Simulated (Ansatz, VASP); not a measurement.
**Y11Al5Si14O52 (amorphous 64SiO2-25Y2O3-11Al2O3 (mol %)) in two plane-wave programs**

One calculation is typed for both programs; each brings its own data sets and cutoff. How far apart do they land? The cell is taken from a series of runs on this material, whose earlier steps may have relaxed or scaled it; both programs get it as it stands.

Method: plane waves, with VASP 6.6.1 beside it; single point at LDA, in Ansatz 0.2.0.

**1. The starting structure**

The cell holds 164 atoms: 28 Si, 22 Y, 10 Al and 104 O. Its edges and angles: a = 13.250 Å, b = 13.250 Å, c = 13.250 Å, α = 90.0°, β = 90.0°, γ = 90.0°. As first built, before any earlier steps moved the atoms: 164 atoms (28 Si, 22 Er, 10 Al, 104 O) placed at random at 4.5 g/cm^3, melted at 5000 K for 10 ps at fixed volume with the Morse and Coulomb pair potential with partial charges (Pedone, Malavasi, Menziani, Cormack and Segre, J. Phys. Chem. B 110, 11780 (2006)). Quenched from 5000 K to 300 K at 300 K/ps and fixed volume, held 10 ps at zero pressure, then minimised at fixed cell. Then Er was replaced by Y and the cell scaled by 1.01 (the potential has no terms for the new elements, so the cell is a start for a DFT relaxation).

**2. VASP: single point, LDA**

A single point gives forces, pressure and levels at one fixed geometry, so differences don't come from the geometry; what else differs is listed under the comparison.

Lines of VASP's logs that name or quote its potential files are left out, and so is its time.

INCAR reads:

```
SYSTEM = Y11Al5Si14O52
PREC = Accurate
ENCUT = 520
EDIFF = 1E-05
NELM = 100
ISMEAR = 0
SIGMA = 0.01
LREAL = Auto
ALGO = Fast
GGA = CA
NBANDS = 618
LASPH = .TRUE.
LORBIT = 11
LWAVE = .FALSE.
LCHARG = .FALSE.
ISIF = 2
```

POSCAR reads:

```
Y11Al5Si14O52
1.0
   13.2503000000      0.0000000000      0.0000000000
    0.0000000000     13.2503000000      0.0000000000
    0.0000000000      0.0000000000     13.2503000000
Si Y Al O
28 22 10 104
Direct
    0.3234000000      0.8175700000      0.6074100000
    0.7530500000      0.0215500000      0.3204500000
    0.1175600000      0.8439400000      0.0989900000
    0.9476500000      0.7587800000      0.7177600000
    0.8426700000      0.2281000000      0.5621800000
    0.8741300000      0.4525500000      0.8063300000
    0.5415300000      0.8475000000      0.6497700000
    0.8303500000      0.3560800000      0.9913200000
    0.4248600000      0.4586100000      0.9267000000
    0.5235300000      0.5337100000      0.5712300000
    0.0243200000      0.9629000000      0.6089000000
    0.1506400000      0.0667400000      0.1140500000
    0.2998800000      0.9836100000      0.2740000000
    0.0439500000      0.5495600000      0.6792600000
    0.2731300000      0.4595200000      0.0961700000
    0.0058400000      0.3908400000      0.5203800000
    0.5181300000      0.0833800000      0.5952800000
    0.8823300000      0.1288500000      0.9594900000
    0.0883100000      0.7750200000      0.8923100000
    0.2871500000      0.0593400000      0.6291600000
    0.7194600000      0.9967800000      0.8489800000
    0.1981200000      0.3324900000      0.7770700000
    0.1743900000      0.8610500000      0.4468400000
    0.3637900000      0.4935800000      0.3146100000
    0.4861500000      0.0058200000      0.3814300000
    0.8082400000      0.3947500000      0.2132300000
    0.5086700000      0.1997100000      0.1195300000
    0.0454100000      0.7266600000      0.3000200000
    0.7175600000      0.2320400000      0.7497600000
    0.7660300000      0.9372300000      0.5765900000
[... 128 atom lines left out ...]
    0.8270100000      0.7964000000      0.5273300000
    0.4112000000      0.5508300000      0.8473800000
    0.1376300000      0.3169100000      0.2748400000
    0.9854200000      0.5110200000      0.7844600000
    0.4367500000      0.5889600000      0.2898600000
    0.5642900000      0.2837700000      0.0517700000
```

KPOINTS reads:

```
Automatic mesh
0
Gamma
1 1 1
0 0 0
```

The projector-augmented-wave data sets are Si, Y_sv, Al and O (LDA family, release 64).

Launch:

```bash
> export OMP_NUM_THREADS=5
> mpirun -np 1 vasp_gam
```

Numbers of over 12 decimals in the logs are rounded to 6 here.

Output:

```text
[banner, memory and clock lines left out]
running    1 mpi-ranks, on    1 nodes
[...]
Offloading initialized ...    1 GPUs detected
[...]
LDA part: xc-table for (Slater(with rela. corr.)+CA(PZ))
 , standard interpolation
 POSCAR, INCAR and KPOINTS ok, starting setup
[...]
entering main loop
       N       E                     dE             d eps       ncg     rms          rms(c)
DAV:   1     0.100476295840E+05    0.10048E+05   -0.59757E+05  1252   0.165E+03
DAV:   2    -0.700097286157E+03   -0.10748E+05   -0.10364E+05  1518   0.430E+02
DAV:   3    -0.162933900891E+04   -0.92924E+03   -0.92322E+03  1456   0.129E+02
DAV:   4    -0.168179939970E+04   -0.52460E+02   -0.52320E+02  1848   0.236E+01
[...]
RMM:  12    -0.145712888208E+04   -0.69187E-01   -0.12769E+00  2345   0.979E-01    0.252E+00
RMM:  13    -0.145718217594E+04   -0.53294E-01   -0.57825E-01  2448   0.535E-01    0.802E-01
RMM:  14    -0.145720015827E+04   -0.17982E-01   -0.20996E-01  2446   0.371E-01    0.654E-01
[...]
RMM:  22    -0.145720740170E+04    0.22138E-03   -0.18442E-04  2222   0.143E-02    0.313E-01
WARNING in EDDRMM: call to ZHEGV failed, returncode =   6  3    155
WARNING in EDDRMM: call to ZHEGV failed, returncode =   6  3    161
RMM:  23    -0.145720734920E+04    0.52500E-04   -0.56562E-05  1594   0.694E-03    0.303E-01
WARNING in EDDRMM: call to ZHEGV failed, returncode =   6  3    314
RMM:  24    -0.145720731479E+04    0.34412E-04   -0.16880E-05  1207   0.535E-03    0.296E-01
RMM:  25    -0.145720724272E+04    0.72070E-04   -0.41899E-05  1497   0.632E-03    0.282E-01
RMM:  26    -0.145720707152E+04    0.17120E-03   -0.67924E-05  1853   0.978E-03    0.239E-01
RMM:  27    -0.145720680419E+04    0.26734E-03   -0.23989E-04  2158   0.192E-02    0.144E-01
RMM:  28    -0.145720670228E+04    0.10190E-03   -0.16573E-04  2077   0.138E-02    0.797E-02
RMM:  29    -0.145720668620E+04    0.16081E-04   -0.29122E-05  1361   0.594E-03    0.585E-02
RMM:  30    -0.145720666952E+04    0.16685E-04   -0.84711E-05  1763   0.956E-03    0.296E-02
WARNING in EDDRMM: call to ZHEGV failed, returncode =   6  3    287
WARNING in EDDRMM: call to ZHEGV failed, returncode =   6  3    374
RMM:  31    -0.145720666745E+04    0.20644E-05   -0.36599E-05  1391   0.638E-03
   1 F= -.14572067E+04 E0= -.14572067E+04  d E =-.235238E-88
```

Parts of OUTCAR (step 2):

```text
  Total      -62.0551251    -73.7311510    -61.1124483     -5.2738758     -1.8195673     17.9419702
  in kB      -42.7376959    -50.7790372    -42.0884693     -3.6321464     -1.2531457     12.3567307
  external PRESSURE =     -45.2017341 kB  Pullay stress =       0.0000000 kB

  FREE ENERGIE OF THE ION-ELECTRON SYSTEM (eV)
  ---------------------------------------------------
  free  energy   TOTEN  =     -1457.2066674546 eV

  energy  without entropy=    -1457.2066674546  energy(sigma->0) =    -1457.20666745

[... 3 further parts left out ...]
[key lines of the parts left out:]
E-fermi :   2.6423
```

The run ends at a pressure of -4.52 GPa, with forces up to 1.3 eV/Å.

(Continued in part 2 of 2.)

[Lines on the potential files, build, host, timing and source positions are cut from VASP's logs without a mark.]

[Logs are printed without paths, hosts, clocks, repeated set-up lines and the standing remarks that a program may print on its own settings, such as how far it seeks lower states.]

[Hosts, paths, dates, database ids (printed as entryN), source tags and the programs' standing remarks are cut or masked in the printed files.]
